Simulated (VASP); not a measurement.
Mg2CdO3:

```
Mg Cd O
1.0
     3.39521    0.00000    0.00000
     0.00000    3.39521    0.00000
     0.00000    0.00000    7.99111
Mg Cd O
2 1 3
Cartesian
  1.6976 0.0000 1.1452
  0.0000 1.6976 6.8459
  1.6976 1.6976 3.9956
  0.0000 0.0000 2.3441
  0.0000 0.0000 5.6470
  1.6976 1.6976 0.0000
```

The cell was built by a generator and needn't be a form met in nature.

- Program: VASP 6.6.1
- Task: relaxation of cell and atoms
- Functional: PBE
- Potentials or basis: VASP PAW PBE potentials, release 64 (Mg, Cd, O)
- Cutoff: 520 eV
- k mesh: 4 × 4 × 2
- Occupations: gaussian, width 0.15 eV
- Spin: no spin polarisation

At the start: pressure -13.1 GPa; volume 15.35 Å³/atom.

Task: Where does the relaxation end?

Result: Over 10 steps the energy falls by 202.1 meV/atom and the volume is 12.24 Å³/atom (-20.3 %); space group P-4m2 (No. 115, to 0.05 Å).

The path:
| step | energy change (eV) | largest force (eV/Å) | pressure (GPa) | volume (Å³) |
| --- | --- | --- | --- | --- |
| 1 | 0.0000 | 0.4669 | -13.05 | 92.12 |
| 2 | -0.8523 | 1.2995 | -0.87 | 76.42 |
| 3 | -0.8564 | 1.3950 | 1.42 | 74.96 |
| 4 | -1.0497 | 0.7903 | 1.90 | 73.64 |
| 5 | -1.1538 | 0.8482 | 3.28 | 71.69 |
| 6 | -1.1895 | 0.4734 | -1.53 | 74.31 |
| 7 | -1.2083 | 0.2005 | -0.15 | 73.34 |
| 8 | -1.2082 | 0.2034 | 0.25 | 73.26 |
| 9 | -1.2083 | 0.1966 | 0.33 | 73.29 |
| 10 | -1.2123 | 0.0442 | 0.10 | 73.46 |

Final structure:
```yaml
crystal:
  lattice:
    - [3.06108, 0.00000, 0.00000]
    - [0.00000, 3.06108, 0.00000]
    - [0.00000, 0.00000, 7.83925]
  atoms:
    - { symbol: Mg, position: [0.50000, 0.00000, 0.15746] }
    - { symbol: Mg, position: [0.00000, 0.50000, 0.84254] }
    - { symbol: Cd, position: [0.50000, 0.50000, 0.50000] }
    - { symbol: O, position: [0.00000, 0.00000, 0.32036] }
    - { symbol: O, position: [0.00000, 0.00000, 0.67964] }
    - { symbol: O, position: [0.50000, 0.50000, 0.00000] }
```

Caveat: the k mesh is coarse (spacing up to 0.46 Å⁻¹), so the values aren't converged; the volume moved by over 15 % at a fixed basis, so the end points are rough.
